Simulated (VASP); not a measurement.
Input:

```yaml
crystal:
  lattice:
    - [0.00000, 2.73197, 2.73197]
    - [2.73197, 0.00000, 2.73197]
    - [2.73197, 2.73197, 0.00000]
  atoms:
    - { symbol: Ca, position: [0.00000, 0.00000, 0.00000] }
```

These are optB86b-vdW, VASP's PBE PAW potentials (set 64) (plane waves; VASP 6.6.1) values and carry that method's errors. Numerical set-up: 520 eV cut-off, Gaussian smearing of 0.050 eV, potentials Ca_sv.

Q: Give the energies of bands 5 to 8 at the high-symmetry points, in eV from the Fermi level.

A: 
```json
[
 {"band": "5", "Γ": "-4.08", "X": "-0.51", "U": "-0.01", "L": "-1.00", "W": "0.16"},
 {"band": "6", "Γ": "2.35", "X": "0.54", "U": "0.40", "L": "-0.12", "W": "0.71"},
 {"band": "7", "Γ": "2.35", "X": "1.05", "U": "0.87", "L": "2.23", "W": "0.71"},
 {"band": "8", "Γ": "2.35", "X": "4.15", "U": "3.30", "L": "2.23", "W": "2.62"}
]
```

It has no gap at this level: it comes out as a metal or semimetal.

The compound is Ca in the fcc structure. It was relaxed first, which changed the volume by -6 %.
